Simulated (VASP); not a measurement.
Elastic constants (GPa) of a crystal from PBEsol GGA, VASP's PBE PAW potentials (set 64) (VASP):

```csv
,xx,yy,zz,yz,xz,xy
xx,57.7,11.7,11.7,0.0,0.0,0.0
yy,11.7,57.7,11.7,0.0,0.0,0.0
zz,11.7,11.7,57.7,0.0,0.0,0.0
yz,0.0,0.0,0.0,12.3,0.0,0.0
xz,0.0,0.0,0.0,0.0,12.3,0.0
xy,0.0,0.0,0.0,0.0,0.0,12.3
```

**Question.** Work out the Voigt, Reuss and Hill moduli, Young's modulus and Poisson's ratio.

**Answer.** All eigenvalues are positive (smallest 12.3 GPa), so the crystal is stable. K_V = (C11+C22+C33+2(C12+C13+C23))/9 = (173.1 + 2×35.1)/9 = 27.0 GPa; G_V = (173.1 − 35.1 + 3×36.9)/15 = 16.6 GPa. From the compliances, K_R = 27.0 GPa and G_R = 15.1 GPa. Hill: K = 27.0 GPa, G = 15.8 GPa, E = 9KG/(3K+G) = 39.8 GPa, ν = (3K−2G)/(2(3K+G)) = 0.255. K/G = 1.71, below Pugh's 1.75; universal anisotropy A^U = 0.49.

**Question.** With a density of 2.22 g/cm³, what are the mean sound speeds?

**Answer.** v_l = √((K+4G/3)/ρ) = 4.66 km/s and v_t = √(G/ρ) = 2.67 km/s. The crystal is NaCl (rock salt), cubic.

The compound is NaCl in the rock salt structure. It was relaxed first.
